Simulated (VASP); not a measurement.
A run of VASP 6.6.1 is set up as follows.

File INCAR:

```
SYSTEM = YS
  PREC = Accurate
  ENCUT = 520
  EDIFF = 1E-7
  ISMEAR = 0
  SIGMA = 0.02
  LREAL = .False.
  LASPH = .True.
  NELM = 100
  ALGO = Fast
  ISIF = 2
  LWAVE = .False.
  LCHARG = .False.
  MAGMOM = 0 0 0 0 0 0
  LORBIT = 11
  LSORBIT = .True.
  GGA_COMPAT = .False.
  LMAXMIX = 4
  GGA = PS
  KPAR = 4
```

KPOINTS

```
Automatic mesh
0
Gamma
  10 10 10
  0 0 0
```

Contents of POSCAR:

```
YS                                      
1.0
    0.0000000000      2.7293928893      2.7293928893
    2.7293928893      0.0000000000      2.7293928893
    2.7293928893      2.7293928893      0.0000000000
  Y               S             
     1     1
Direct
     0.5000000000000000    0.5000000000000000    0.5000000000000000
     0.0000000000000000    0.0000000000000000    0.0000000000000000
```

Potentials or basis: VASP PAW PBE potentials, release 64 (Y_sv, S).

Launch:

```console
$ cat potpaw_PBE.64/Y_sv/POTCAR potpaw_PBE.64/S/POTCAR > POTCAR
$ mpirun -np 4 vasp_ncl > vasp.out
```

**Question.** What does it give for the net moment?

**Answer.** 0.00 μB per cell.

**Question.** Estimate the pressure.

**Answer.** 0.0 GPa.

Moments on the atoms (μB; x, y, z):
```
Y   0.00 0.00 0.00
S   0.00 0.00 0.00
```

Caveat: the PAW data sets were made with another functional, which shifts forces and pressure a little.
